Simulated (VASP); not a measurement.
OSZICAR of a VASP run on Ta₂N:

**OSZICAR**
```
       N       E                     dE             d eps       ncg     rms          rms(c)
DAV:   1     0.184745049086E+03    0.18475E+03   -0.14010E+04   504   0.112E+03
DAV:   2    -0.274518432566E+02   -0.21220E+03   -0.21033E+03   527   0.316E+02
DAV:   3    -0.376605708664E+02   -0.10209E+02   -0.10020E+02   523   0.696E+01
DAV:   4    -0.380383079150E+02   -0.37774E+00   -0.35627E+00   589   0.104E+01
DAV:   5    -0.380441336787E+02   -0.58258E-02   -0.58273E-02   511   0.125E+00    0.352E+01
DAV:   6    -0.342901537833E+02    0.37540E+01   -0.34770E+01   461   0.382E+01    0.164E+01
DAV:   7    -0.339372927186E+02    0.35286E+00   -0.52793E+00   454   0.136E+01    0.747E+00
DAV:   8    -0.337864122178E+02    0.15088E+00   -0.76272E-01   563   0.612E+00    0.521E-01
DAV:   9    -0.337851634248E+02    0.12488E-02   -0.66465E-02   548   0.161E+00    0.275E-01
DAV:  10    -0.337842566195E+02    0.90681E-03   -0.10964E-02   558   0.825E-01    0.128E-01
DAV:  11    -0.337840029132E+02    0.25371E-03   -0.22071E-03   504   0.297E-01    0.335E-02
DAV:  12    -0.337840976507E+02   -0.94738E-04   -0.31881E-04   515   0.881E-02    0.201E-02
DAV:  13    -0.337841547826E+02   -0.57132E-04   -0.83471E-05   574   0.399E-02    0.135E-02
DAV:  14    -0.337843190365E+02   -0.16425E-03   -0.80181E-05   443   0.321E-02    0.676E-03
DAV:  15    -0.337844421665E+02   -0.12313E-03   -0.21881E-05   509   0.242E-02    0.932E-03
DAV:  16    -0.337845032976E+02   -0.61131E-04   -0.63568E-06   461   0.148E-02    0.296E-03
DAV:  17    -0.337845459581E+02   -0.42661E-04   -0.33183E-06   338   0.732E-03    0.148E-03
DAV:  18    -0.337845572545E+02   -0.11296E-04   -0.10261E-06   313   0.436E-03    0.483E-04
DAV:  19    -0.337845590533E+02   -0.17987E-05   -0.95937E-08   242   0.147E-03    0.285E-04
DAV:  20    -0.337845595865E+02   -0.53328E-06   -0.43799E-08   225   0.103E-03
   1 F= -.33784560E+02 E0= -.33777804E+02  d E =-.202659E-01
```

Problem. Which electronic solver shows in the log?

Solution. It is blocked Davidson (ALGO = Normal, or the opening steps of other solvers). The INCAR had ALGO = Normal.

Problem. Can the final energy be trusted as converged?

Solution. Self-consistency was reached. It stopped with EDIFF = 1E-6, NELM = 100 (LDA (Ceperley-Alder, Perdew-Zunger), plane waves, VASP's LDA PAW potentials (set 64)).  The cell holds a wide vacuum, so values per volume refer to the whole cell.

The cell is a sheet with vacuum, built from a generated structure.
